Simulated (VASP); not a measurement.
Consider the following.

```
C63N
1.0
    7.14656     0.00000     0.00000
    0.00000     7.14656     0.00000
    0.00000     0.00000     7.14656
C N
63 1
Cartesian
  3.57328   0.00000   0.00000
  4.46660   0.89332   0.89332
  5.35992   1.78664   0.00000
  6.25324   2.67996   0.89332
  5.35992   0.00000   1.78664
  6.25324   0.89332   2.67996
  0.00000   0.00000   0.00000
  0.89332   0.89332   0.89332
  1.78664   1.78664   0.00000
  2.70084   2.72538   0.90353
  3.57328   3.57328   0.00000
  4.44632   4.47106   0.93971
  5.35992   5.35992   0.00000
  6.25324   6.25324   0.89332
  1.78664   0.00000   1.78664
  2.66042   0.85714   2.72755
  3.52403   1.82615   1.77203
  4.50938   2.66999   2.67680
  5.35465   3.61419   1.80090
  6.22717   4.48426   2.67286
  3.57328   0.00000   3.57328
  4.49884   0.90714   4.51640
  5.36261   1.76109   3.52604
  6.27234   2.65956   4.49365
  5.35992   0.00000   5.35992
  6.25324   0.89332   6.25324
  0.00000   3.57328   0.00000
  0.89332   4.46660   0.89332
  1.78664   5.35992   0.00000
  2.67996   6.25324   0.89332
  0.00000   1.78664   1.78664
  0.86653   2.70939   2.66299
  1.73925   3.61987   1.83151
  2.71770   4.48679   2.64736
  3.60379   5.34859   1.80781
  4.44550   6.21278   2.69670
  0.00000   0.00000   3.57328
  0.89332   0.89332   4.46660
  1.78334   1.74956   3.57751
  2.64803   2.67097   4.48190
  4.42132   4.46237   4.42794
  5.37663   5.32583   3.59973
  6.25324   6.25324   4.46660
  1.78664   0.00000   5.35992
  2.67996   0.89332   6.25324
  3.58692   1.76089   5.38773
  4.42360   2.70670   6.24678
  5.40677   3.60053   5.34356
  6.25324   4.46660   6.25324
  0.00000   5.35992   1.78664
  0.89332   6.25324   2.67996
  0.00000   3.57328   3.57328
  0.93425   4.42125   4.47289
  1.83023   5.32190   3.57256
  2.70294   6.29236   4.41731
  0.00000   1.78664   5.35992
  0.89332   2.67996   6.25324
  1.76826   3.58649   5.33125
  2.68159   4.47857   6.22527
  3.56319   5.38420   5.34430
  4.46660   6.25324   6.25324
  0.00000   5.35992   5.35992
  0.89332   6.25324   6.25324
  3.53171   3.58205   3.59602
```
Cell charge +1.

These are PBE GGA, VASP's PBE PAW potentials (set 64) (plane waves; VASP) values and carry that method's errors. Run with PREC = Normal, LREAL = Auto, ISYM = 0, NELECT = 256.0, EDIFF = 1E-5, 400 eV cut-off, 1×1×1 Γ-centred mesh, Gaussian smearing of 0.050 eV, potentials C N.

The cell is charged, with a uniform compensating background. The supercell is sampled at Γ alone, which is coarse: total energies, pressure and levels can be off, energies of defects by several tenths of an eV.

### Question
The ions are relaxed. Which structure does the run end with?

### Answer

```
C63N
1.0
    7.14656     0.00000     0.00000
    0.00000     7.14656     0.00000
    0.00000     0.00000     7.14656
C N
63 1
Direct
  0.49992   0.00020   0.00015
  0.62531   0.12526   0.12529
  0.75002   0.25005   0.00020
  0.87480   0.37474   0.12528
  0.75001   0.00020   0.25008
  0.87484   0.12524   0.37481
  0.99991   0.00024   0.00014
  0.12482   0.12511   0.12508
  0.24980   0.25009   0.00010
  0.37491   0.37515   0.12488
  0.49991   0.50019   0.00016
  0.62493   0.62520   0.12490
  0.75000   0.75030   0.00016
  0.87504   0.87530   0.12510
  0.24983   0.00015   0.25008
  0.37494   0.12486   0.37521
  0.49889   0.25035   0.25037
  0.62598   0.37410   0.37410
  0.74972   0.50116   0.25036
  0.87522   0.62517   0.37509
  0.49991   0.00013   0.50015
  0.62495   0.12485   0.62518
  0.74967   0.25033   0.50117
  0.87518   0.37513   0.62519
  0.75002   0.00012   0.75024
  0.87504   0.12507   0.87521
  0.99989   0.50012   0.00018
  0.12501   0.62550   0.12525
  0.24980   0.75026   0.00020
  0.37453   0.87507   0.12525
  0.99988   0.25008   0.25009
  0.12465   0.37516   0.37514
  0.25008   0.49918   0.25038
  0.37382   0.62626   0.37400
  0.50091   0.74997   0.25032
  0.62497   0.87543   0.37513
  0.99994   0.00015   0.50018
  0.12504   0.12526   0.62558
  0.25016   0.25038   0.49921
  0.37380   0.37405   0.62630
  0.62599   0.62627   0.62630
  0.74972   0.74993   0.49913
  0.87483   0.87503   0.62551
  0.24982   0.00017   0.75026
  0.37452   0.12526   0.87505
  0.50091   0.25035   0.74997
  0.62494   0.37513   0.87543
  0.74973   0.49917   0.74995
  0.87482   0.62552   0.87507
  0.99993   0.75025   0.25007
  0.12504   0.87504   0.37476
  0.99992   0.50015   0.50014
  0.12466   0.62514   0.62513
  0.25013   0.74993   0.50116
  0.37490   0.87539   0.62520
  0.99990   0.25004   0.75024
  0.12500   0.37473   0.87508
  0.25013   0.50114   0.75000
  0.37493   0.62519   0.87545
  0.49894   0.74995   0.75000
  0.62535   0.87506   0.87509
  0.99991   0.75021   0.75027
  0.12484   0.87528   0.87527
  0.49992   0.50019   0.50014
```
Cell charge +1.

### Question
How much energy does the relaxation gain?

### Answer
The energy (σ→0) changes by -26.9 meV/atom, in 12 ionic steps.

The cell is a supercell with a defect, built from C (diamond): N_C, charge +1. The run is not spin-polarised, so no state with unpaired spins was tried.
